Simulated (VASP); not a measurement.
Here is the system:

```yaml
crystal:
  lattice:
    - [1.73006, 0.99885, 3.09790]
    - [-1.73006, 0.99885, 3.09790]
    - [0.00000, -1.99770, 3.09790]
  atoms:
    - { symbol: P, position: [0.22734, 0.22734, 0.22734] }
    - { symbol: P, position: [0.77266, 0.77266, 0.77266] }
```

Computed with r2SCAN meta-GGA, VASP's PBE PAW potentials (set 64) (plane waves; VASP). Settings: 400 eV cut-off, 14×14×14 Γ-centred mesh, tetrahedra with Blöchl corrections, potentials P.

Question: Give the energies of bands 2 to 8 at the high-symmetry points, in eV from the Fermi level.

Answer: 
```csv
band,Γ,T,H2,L,S0,F
2,-3.63,-11.59,-11.62,-12.71,-11.97,-10.70
3,-3.43,-3.24,-8.06,-4.27,-8.44,-7.28
4,-3.35,-3.24,-7.44,-3.67,-5.07,-5.98
5,-3.35,-0.37,-1.84,-0.88,-4.54,-5.84
6,1.39,-0.37,1.15,-0.13,3.31,0.12
7,2.70,0.13,5.02,0.32,4.26,6.47
8,2.70,2.36,5.11,0.38,4.32,7.90
```

It has no gap at this level: it comes out as a metal or semimetal.

The structure comes from a computed database's P entry (R-3m); how it stands against other phases isn't given here. It was relaxed first.
